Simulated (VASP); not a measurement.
Computed with r2SCAN+rVV10, VASP's PBE PAW potentials (set 64) (plane waves; VASP).

Input for VASP

File KPOINTS:
```
Automatic mesh
0
Gamma
6 6 6
0 0 0
```

File POSCAR:
```
SrTiO3
3.9425460
  1.0000000095   0.0000000000   0.0000000000
  0.0000000000   1.0000000095   0.0000000000
  0.0000000000   0.0000000000   1.0000000095
Sr Ti O
1 1 3
direct
  0.0000000000   0.0000000000   0.0000000000
  0.5000000000   0.5000000000   0.5000000000
  0.5000000000   0.0000000000   0.5000000000
  0.0000000000   0.5000000000   0.5000000000
  0.5000000000   0.5000000000   0.0000000000
```

### INCAR
```
SYSTEM = SrTiO3
PREC = Accurate
ENCUT = 520
EDIFF = 1E-7
NELM = 100
ALGO = Normal
LREAL = .FALSE.
LASPH = .TRUE.
ISMEAR = 0
SIGMA = 0.05
METAGGA = R2SCAN
LUSE_VDW = .TRUE.
BPARAM = 11.95
CPARAM = 0.0093
LMIXTAU = .TRUE.
LMAXMIX = 4
LWAVE = .FALSE.
LCHARG = .FALSE.
ISIF = 2
```

POTCAR, in this order: Sr_sv Ti_sv O (PBE.64 set). Program: vasp_std.

**Question.** Predict the energy per atom (σ→0), pressure, band gap (on the k-mesh).

**Answer.** 
* **energy per atom (σ→0)**: -12.469 eV/atom
* **band gap (on the k-mesh)**: 2.21 eV
* **pressure**: -5.32 GPa

File OSZICAR:
```
...
DAV:  15    -0.623446221892E+02    0.13922E-03   -0.29998E-04  1432   0.161E-01    0.335E-02
DAV:  16    -0.623447827858E+02   -0.16060E-03   -0.19482E-04  1128   0.108E-01    0.124E-02
DAV:  17    -0.623448150430E+02   -0.32257E-04   -0.25203E-05  1104   0.529E-02    0.120E-02
DAV:  18    -0.623448159478E+02   -0.90482E-06   -0.18290E-05  1080   0.317E-02    0.463E-03
DAV:  19    -0.623448156305E+02    0.31723E-06   -0.15879E-06  1384   0.137E-02    0.235E-03
DAV:  20    -0.623448172675E+02   -0.16370E-05   -0.68318E-07  1000   0.932E-03    0.122E-03
DAV:  21    -0.623448173330E+02   -0.65490E-07   -0.77210E-08   512   0.327E-03
   1 F= -.62344817E+02 E0= -.62344817E+02  d E =-.363461E-29
```

The compound is SrTiO3 in the cubic perovskite structure, the ideal cubic form; the compound distorts at low or room temperature. This cell is one point of a volume scan, at 1.03 of the reference volume.
